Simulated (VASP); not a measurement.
Level of theory: PBE GGA, VASP's PBE PAW potentials (set 64) (plane waves; VASP).

A VASP calculation is set up with these files.

File KPOINTS:
```
Automatic mesh
0
Gamma
6 6 6
0 0 0
```

POSCAR:
```
ZnSiP2
1.0
 -2.7121264558   2.7121264558   5.2636679519
  2.7121264558  -2.7121264558   5.2636679519
  2.7121264558   2.7121264558  -5.2636679519
Zn Si P
2 2 4
Cartesian
  0.0000000000   0.0000000000   0.0000000000
  0.0000000000   2.7121264558   2.6318339759
  0.0000000000   0.0000000000   5.2636679519
  2.7121264558   0.0000000000   2.6318339759
  1.2588139145   1.3560632279   6.5795849399
  1.3560632279  -1.2588139145   3.9477509639
  1.4533125413   1.3560632279   1.3159169880
  1.3560632279   3.9709403703  -1.3159169880
```

**INCAR**
```
SYSTEM = ZnSiP2
PREC = Accurate
ENCUT = 500
EDIFF = 1E-6
NELM = 100
ALGO = Normal
LREAL = .FALSE.
LASPH = .TRUE.
ISMEAR = 0
SIGMA = 0.05
GGA = PE
LMAXMIX = 4
LWAVE = .FALSE.
LCHARG = .FALSE.
IBRION = 2
ISIF = 3
NSW = 40
EDIFFG = -0.02
PSTRESS = 50
```

POTCAR, in this order: Zn Si P (PBE.64 set). Program: vasp_std.

Energy and stress use the plane-wave basis of the starting cell.

### Question
Estimate the energy per atom (σ→0), volume per atom, band gap (on the k-mesh).

### Answer

```yaml
energy per atom (σ→0): -4.637 eV/atom
band gap (on the k-mesh): 1.23 eV
volume_per_atom: 18.37 Å^3/atom
```

File OSZICAR:
```
...
DAV:   1    -0.370943804915E+02   -0.11931E-01   -0.29203E-02  2422   0.278E+00    0.320E-01
DAV:   2    -0.370927749416E+02    0.16055E-02   -0.84930E-03  2380   0.214E+00    0.119E-01
DAV:   3    -0.370925879474E+02    0.18699E-03   -0.33787E-04  2144   0.178E-01    0.639E-02
DAV:   4    -0.370925087884E+02    0.79159E-04   -0.15131E-04  2105   0.707E-02    0.148E-02
DAV:   5    -0.370925056756E+02    0.31128E-05   -0.13572E-05  2562   0.639E-02    0.118E-02
DAV:   6    -0.370925040366E+02    0.16390E-05   -0.50997E-06  2161   0.149E-02    0.479E-03
DAV:   7    -0.370925037301E+02    0.30649E-06   -0.32369E-07  1091   0.113E-02
   8 F= -.32505757E+02 E0= -.32505757E+02  d E =-.130525E-04
```

The compound is ZnSiP2 in the chalcopyrite structure. This run relaxes it under an external pressure of 5 GPa. Symmetry was kept, so distortions that lower it aren't found.
